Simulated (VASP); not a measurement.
Output of a VASP run:

File OSZICAR:
```
...
DAV:  46    -0.463030575564E+02   -0.12744E-02   -0.94603E-04   260   0.454E-01    0.130E-01
DAV:  47    -0.463039922690E+02   -0.93471E-03   -0.57387E-04   236   0.548E-01    0.107E-01
DAV:  48    -0.463046493713E+02   -0.65710E-03   -0.27039E-04   204   0.140E-01    0.708E-02
DAV:  49    -0.463049541163E+02   -0.30475E-03   -0.62903E-05   280   0.157E-01    0.706E-02
DAV:  50    -0.463053142674E+02   -0.36015E-03   -0.11479E-04   236   0.194E-01    0.680E-02
DAV:  51    -0.463057239952E+02   -0.40973E-03   -0.23553E-04   220   0.351E-01    0.890E-02
DAV:  52    -0.463062419200E+02   -0.51792E-03   -0.27057E-04   220   0.360E-01    0.766E-02
DAV:  53    -0.463067911620E+02   -0.54924E-03   -0.50498E-04   228   0.505E-01    0.938E-02
DAV:  54    -0.463072550622E+02   -0.46390E-03   -0.85047E-04   236   0.677E-01    0.115E-01
DAV:  55    -0.463079559809E+02   -0.70092E-03   -0.53204E-04   268   0.307E-01    0.897E-02
DAV:  56    -0.463082761996E+02   -0.32022E-03   -0.14295E-04   278   0.217E-01    0.789E-02
DAV:  57    -0.463084428966E+02   -0.16670E-03   -0.23579E-04   220   0.383E-01    0.733E-02
DAV:  58    -0.463086919057E+02   -0.24901E-03   -0.23385E-04   244   0.292E-01    0.625E-02
DAV:  59    -0.463087470556E+02   -0.55150E-04   -0.28885E-04   222   0.351E-01    0.689E-02
DAV:  60    -0.463089974645E+02   -0.25041E-03   -0.13989E-04   196   0.176E-01    0.291E-02
DAV:  61    -0.463089624363E+02    0.35028E-04   -0.15095E-04   220   0.323E-01    0.390E-02
DAV:  62    -0.463091472802E+02   -0.18484E-03   -0.48928E-05   212   0.624E-02    0.189E-02
DAV:  63    -0.463091662656E+02   -0.18985E-04   -0.12927E-05   244   0.820E-02    0.201E-02
DAV:  64    -0.463091580920E+02    0.81736E-05   -0.30427E-05   228   0.134E-01    0.234E-02
DAV:  65    -0.463092201827E+02   -0.62091E-04   -0.18344E-05   196   0.498E-02    0.112E-02
DAV:  66    -0.463091958360E+02    0.24347E-04   -0.18027E-05   228   0.109E-01    0.159E-02
DAV:  67    -0.463092383115E+02   -0.42475E-04   -0.96367E-06   212   0.764E-02    0.880E-03
DAV:  68    -0.463092497988E+02   -0.11487E-04   -0.14253E-06   132   0.326E-02    0.737E-03
DAV:  69    -0.463092513199E+02   -0.15210E-05   -0.48084E-06   172   0.388E-02    0.797E-03
DAV:  70    -0.463092542222E+02   -0.29023E-05   -0.20595E-06   166   0.447E-02    0.777E-03
DAV:  71    -0.463092659756E+02   -0.11753E-04   -0.57405E-06   172   0.248E-02    0.642E-03
DAV:  72    -0.463092700619E+02   -0.40863E-05   -0.10355E-06   124   0.303E-02    0.697E-03
DAV:  73    -0.463092612204E+02    0.88415E-05   -0.44127E-06   180   0.583E-02    0.978E-03
DAV:  74    -0.463092655134E+02   -0.42930E-05   -0.12828E-05   220   0.817E-02    0.107E-02
DAV:  75    -0.463092761892E+02   -0.10676E-04   -0.11067E-05   212   0.550E-02    0.101E-02
DAV:  76    -0.463092885814E+02   -0.12392E-04   -0.51290E-06   212   0.345E-02    0.866E-03
DAV:  77    -0.463092947714E+02   -0.61900E-05   -0.15696E-06   148   0.376E-02    0.725E-03
DAV:  78    -0.463092983227E+02   -0.35513E-05   -0.49440E-06   180   0.328E-02    0.729E-03
DAV:  79    -0.463093039192E+02   -0.55966E-05   -0.21322E-06   148   0.226E-02    0.597E-03
DAV:  80    -0.463093052115E+02   -0.12923E-05   -0.15087E-06   120   0.269E-02    0.643E-03
DAV:  81    -0.463093071800E+02   -0.19685E-05   -0.43832E-06   188   0.308E-02    0.664E-03
DAV:  82    -0.463093115336E+02   -0.43536E-05   -0.17127E-06   140   0.204E-02    0.554E-03
DAV:  83    -0.463093146184E+02   -0.30847E-05   -0.11769E-06   140   0.126E-02    0.418E-03
DAV:  84    -0.463093152716E+02   -0.65324E-06   -0.40343E-07   108   0.900E-03
   1 F= -.46309315E+02 E0= -.46314079E+02  d E =0.142926E-01  mag=    12.0000
```

File OUTCAR:
```
------------------------ aborting loop because EDIFF is reached ----------------------------------------
  FORCE on cell =-STRESS in cart. coord.  units (eV):
  Direction    XX          YY          ZZ          XY          YZ          ZX
  --------------------------------------------------------------------------------------
  Total      -51.4224320    -49.1243443    -57.1865268     -0.8380182     -0.4973741      0.0491277
  in kB     -537.6015020   -513.5758896   -597.8628681     -8.7611539     -5.1998522      0.5136114
  external PRESSURE =    -549.6800866 kB  Pullay stress =       0.0000000 kB
  volume of cell :      153.25
      direct lattice vectors                 reciprocal lattice vectors
     2.904822000  0.000000000  0.000000000     0.344255173  0.344255173  0.000000000
    -2.904822000  2.904822000  0.000000000     0.000000000  0.344255173  0.000000000
     0.000000000  0.000000000 18.162000000     0.000000000  0.000000000  0.055060015
 POSITION                                       TOTAL-FORCE (eV/Angst)
 -----------------------------------------------------------------------------------
      2.81705      0.01366      6.00092        -0.349783      0.445334      1.083496
     -1.44814      1.45831      8.01696        -0.198291      0.049784      0.754074
     -0.01030      2.89971     10.11647        -0.649608      0.126299     -0.980383
     -1.44122      1.46506     12.16616        -0.169833     -0.091404     -1.288678
     -0.01555      0.04836      8.05143         0.150913     -0.312611     -0.080772
      1.45991      1.38090      5.99787         0.424897     -0.172068      0.713668
     -0.00089      0.00488     12.18850         0.335339      0.050992     -0.990546
     -1.36085      1.44360     10.10968         0.456367     -0.096327      0.789140
 -----------------------------------------------------------------------------------
    total drift:                               -0.001761     -0.002074     -0.000836
  FREE ENERGIE OF THE ION-ELECTRON SYSTEM (eV)
  ---------------------------------------------------
  free  energy   TOTEN  =       -46.3093152716 eV

  energy  without entropy=      -46.3236078492  energy(sigma->0) =      -46.31407946

 total charge

# of ion       s       p       d       tot
------------------------------------------
    1        0.235   0.492   7.022   7.749
    2        0.281   0.534   7.068   7.883
    3        0.284   0.532   7.046   7.862
    4        0.228   0.496   6.983   7.707
    5        1.650   3.751   0.000   5.401
    6        1.623   3.739   0.000   5.362
    7        1.614   3.744   0.000   5.359
    8        1.650   3.751   0.000   5.401
--------------------------------------------------
tot          7.565  17.040  28.119  52.724

 magnetization (x)

# of ion       s       p       d       tot
------------------------------------------
    1        0.011   0.032   2.662   2.704
    2        0.025   0.022   2.639   2.686
    3        0.024   0.024   2.669   2.717
    4        0.006   0.027   2.696   2.730
    5        0.045   0.215   0.000   0.260
    6        0.014   0.184   0.000   0.198
    7        0.015   0.155   0.000   0.170
    8        0.046   0.220   0.000   0.266
--------------------------------------------------
tot          0.187   0.879  10.666  11.732
```
(Selected blocks of OUTCAR.)

### POSCAR
```
CoO
1
    2.9048220000     0.0000000000     0.0000000000
   -2.9048220000     2.9048220000     0.0000000000
    0.0000000000     0.0000000000    18.1620000000
Co O
4 4
Direct
 -0.0255150000   0.0047010000   0.3304110000
  1.0035010000   0.5020300000   0.4414140000
 -0.0053080000  -0.0017610000   0.5570130000
  1.0082070000   0.5043550000   0.6698690000
  0.0112950000   0.0166480000   0.4433120000
  0.9779640000   0.4753820000   0.3302430000
  0.0013720000   0.0016790000   0.6710990000
  1.0284850000   0.4969660000   0.5566390000
```

**Question.** Reconstruct the remaining input files.

**Answer.** One answer among several that fit: the input of the run itself, LDA (Ceperley-Alder, Perdew-Zunger) + U (Dudarev), plane waves, VASP's LDA PAW potentials (set 64).

File KPOINTS:
```
Automatic mesh
0
Gamma
1 1 1
0 0 0
```

INCAR:
```
# general
SYSTEM  =CoO
PREC    =Accurate
ENCUT   =240
LREAL   =F
LASPH   =T

# electronic loop
EDIFF   =1E-6
NELM    =100
ALGO    =Normal
LMAXMIX =4

# smearing
ISMEAR  =1
SIGMA   =0.272

# spin
ISPIN   =2
MAGMOM  =4*3.0 4*0.0

# DFT+U
LDAU    =T
LDAUTYPE=2
LDAUL   =2 -1
LDAUU   =3.32 0
LDAUJ   =0 0

# ions
ISIF    =2

# output
LWAVE   =F
LCHARG  =F
LORBIT  =11
```

POTCAR, in this order: Co O (LDA.64 set). Program: vasp_std.

At this cut-off the stress carries a Pulay error, which pulls relaxed volumes low. The cell holds a wide vacuum, so values per volume refer to the whole cell. The moments were started parallel, and other spin orders were not tried in this run.

The cell is a sheet with vacuum, built from a generated structure.
